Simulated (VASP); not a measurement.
These are PBE GGA, VASP's PBE PAW potentials (set 64) (plane waves; VASP 6.6.1) values and carry that method's errors.

Input for VASP

### INCAR
```
SYSTEM = CoO
PREC = Accurate
ENCUT = 400
EDIFF = 1E-6
NELM = 100
ALGO = Normal
LREAL = .FALSE.
LASPH = .TRUE.
ISMEAR = -1
SIGMA = 0.01
GGA = PE
LMAXMIX = 4
LWAVE = .FALSE.
LCHARG = .FALSE.
ISIF = 2
ISPIN = 2
MAGMOM = 3.0 -3.0 0.0 0.0
LORBIT = 11
```

### KPOINTS
```
Automatic mesh
0
Gamma
6 6 6
0 0 0
```

### POSCAR
```
CoO
1
    4.2600000000     2.1300000000     2.1300000000
    2.1300000000     4.2600000000     2.1300000000
    2.1300000000     2.1300000000     4.2600000000
Co O
2 2
Direct
  0.0000000000   0.0000000000   0.0000000000
  0.5000000000   0.5000000000   0.5000000000
  0.2500000000   0.2500000000   0.2500000000
  0.7500000000   0.7500000000   0.7500000000
```

POTCAR, in this order: Co O (PBE.64 set). Program: vasp_std.

The run wrote:

File OSZICAR:
```
       N       E                     dE             d eps       ncg     rms          rms(c)
DAV:   1     0.228527388601E+03    0.22853E+03   -0.12459E+04  2448   0.159E+03
DAV:   2    -0.499424744308E+00   -0.22903E+03   -0.21666E+03  2480   0.370E+02
DAV:   3    -0.301569376453E+02   -0.29658E+02   -0.28210E+02  2922   0.148E+02
DAV:   4    -0.314693501949E+02   -0.13124E+01   -0.12728E+01  2973   0.321E+01
DAV:   5    -0.315158055134E+02   -0.46455E-01   -0.46393E-01  3126   0.546E+00    0.204E+01
DAV:   6    -0.288333123799E+02    0.26825E+01   -0.60725E+01  3557   0.114E+02    0.269E+01
DAV:   7    -0.263160512652E+02    0.25173E+01   -0.30958E+01  3486   0.101E+02    0.105E+01
DAV:   8    -0.264869736581E+02   -0.17092E+00   -0.25472E+00  3044   0.170E+01    0.610E+00
DAV:   9    -0.264346349673E+02    0.52339E-01   -0.12203E+00  3944   0.197E+01    0.310E+00
DAV:  10    -0.264363207071E+02   -0.16857E-02   -0.20098E-01  3209   0.742E+00    0.234E+00
DAV:  11    -0.264377645725E+02   -0.14439E-02   -0.12714E-02  3474   0.174E+00    0.240E+00
DAV:  12    -0.264428369977E+02   -0.50724E-02   -0.71579E-03  3733   0.162E+00    0.258E+00
DAV:  13    -0.264115897826E+02    0.31247E-01   -0.15590E-01  3703   0.940E+00    0.110E+00
DAV:  14    -0.264096624347E+02    0.19273E-02   -0.35837E-02  3607   0.274E+00    0.441E-01
DAV:  15    -0.264105579617E+02   -0.89553E-03   -0.11636E-02  3625   0.140E+00    0.249E-01
DAV:  16    -0.264114435863E+02   -0.88562E-03   -0.51332E-03  3659   0.969E-01    0.178E-01
DAV:  17    -0.264119999683E+02   -0.55638E-03   -0.45197E-03  3597   0.937E-01    0.865E-02
DAV:  18    -0.264121501542E+02   -0.15019E-03   -0.23935E-03  3635   0.616E-01    0.380E-02
DAV:  19    -0.264123169002E+02   -0.16675E-03   -0.53516E-04  3500   0.350E-01    0.232E-02
DAV:  20    -0.264123310986E+02   -0.14198E-04   -0.83213E-05  3564   0.133E-01    0.790E-03
DAV:  21    -0.264123328585E+02   -0.17599E-05   -0.10206E-05  2796   0.379E-02    0.357E-03
DAV:  22    -0.264123335179E+02   -0.65942E-06   -0.11509E-06  1527   0.175E-02
   1 F= -.26412334E+02 E0= -.26411798E+02  d E =-.107180E-02  mag=     0.0000
```

**OUTCAR**
```
------------------------ aborting loop because EDIFF is reached ----------------------------------------
  FORCE on cell =-STRESS in cart. coord.  units (eV):
  Direction    XX          YY          ZZ          XY          YZ          ZX
  --------------------------------------------------------------------------------------
  Total       -2.0012062     -2.0012062     -2.0012062      0.3259704      0.3259704      0.3259704
  in kB      -82.9475604    -82.9475604    -82.9475604     13.5110758     13.5110758     13.5110758
  external PRESSURE =     -82.9475604 kB  Pullay stress =       0.0000000 kB
  volume of cell :       38.65
      direct lattice vectors                 reciprocal lattice vectors
     4.260000000  2.130000000  2.130000000     0.352112676 -0.117370892 -0.117370892
     2.130000000  4.260000000  2.130000000    -0.117370892  0.352112676 -0.117370892
     2.130000000  2.130000000  4.260000000    -0.117370892 -0.117370892  0.352112676
 POSITION                                       TOTAL-FORCE (eV/Angst)
 -----------------------------------------------------------------------------------
      0.00000      0.00000      0.00000         0.000000      0.000000     -0.000000
      4.26000      4.26000      4.26000         0.000000      0.000000     -0.000000
      2.13000      2.13000      2.13000        -0.000000     -0.000000      0.000000
      6.39000      6.39000      6.39000         0.000000      0.000000      0.000000
 -----------------------------------------------------------------------------------
    total drift:                                0.000000      0.000000      0.000000
  FREE ENERGIE OF THE ION-ELECTRON SYSTEM (eV)
  ---------------------------------------------------
  free  energy   TOTEN  =       -26.4123335179 eV

  energy  without entropy=      -26.4112617224  energy(sigma->0) =      -26.41179762

 total charge

# of ion       s       p       d       tot
------------------------------------------
    1        0.292   0.353   7.161   7.806
    2        0.292   0.353   7.161   7.806
    3        1.586   3.425   0.000   5.011
    4        1.586   3.425   0.000   5.011
--------------------------------------------------
tot          3.756   7.556  14.323  25.634

 magnetization (x)

# of ion       s       p       d       tot
------------------------------------------
    1       -0.002  -0.004   2.428   2.422
    2        0.002   0.004  -2.428  -2.422
    3        0.000   0.000   0.000   0.000
    4        0.000   0.000   0.000   0.000
--------------------------------------------------
tot          0.000   0.000   0.000   0.000
```
(Selected blocks of OUTCAR.)

File OUTCAR:
```
 val. band max:        7.9530539737   @ k =  -0.3333   0.1667   0.1667

 cond. band min:       7.9786611200   @ k =  -0.3333  -0.3333   0.1667


 Fermi energy:         7.9769581890

 spin component 1

 k-point     1 :       0.0000    0.0000    0.0000
  band No.  band energies     occupation
      1     -12.0976      1.00000
      2     -10.8594      1.00000
      3       0.0121      1.00000
      4       2.4858      1.00000
      5       2.4859      1.00000
      6       4.8900      1.00000
      7       4.9787      1.00000
      8       4.9924      1.00000
      9       4.9924      1.00000
     10       5.5377      1.00000
     11       5.5378      1.00000
     12       6.1228      1.00000
     13       6.1229      1.00000
     14       7.2839      1.00000
     15       7.2841      1.00000
     16       7.9792      0.44353
     17       9.1586      0.00000
     18       9.8812      0.00000
     19       9.8814      0.00000

 k-point     2 :       0.1667    0.0000    0.0000
  band No.  band energies     occupation
      1     -11.8461      1.00000
      2     -10.8263      1.00000
      3       0.4566      1.00000
      4       2.3161      1.00000
      5       2.5541      1.00000
      6       3.1520      1.00000
      7       4.1953      1.00000
      8       4.2478      1.00000
      9       4.9795      1.00000
     10       5.7864      1.00000
     11       5.9977      1.00000
     12       6.3261      1.00000
     13       6.6613      1.00000
     14       7.2831      1.00000
     15       7.4582      1.00000
     16       8.0080      0.04310
     17       9.3167      0.00000
     18       9.7493      0.00000
     19      10.8068      0.00000

 k-point     3 :       0.3333   -0.0000   -0.0000
  band No.  band energies     occupation
      1     -11.2809      1.00000
      2     -10.7593      1.00000
      3       1.2827      1.00000
      4       1.4579      1.00000
      5       1.8721      1.00000
...
```

At this cut-off the stress carries a Pulay error, which pulls relaxed volumes low.

The structure is a typed CoO crystal (Fm-3m). The cell was not relaxed at this level. The k-mesh is coarse (spacing up to 0.41 per Å, 2π included), so the numbers may not be converged in it.
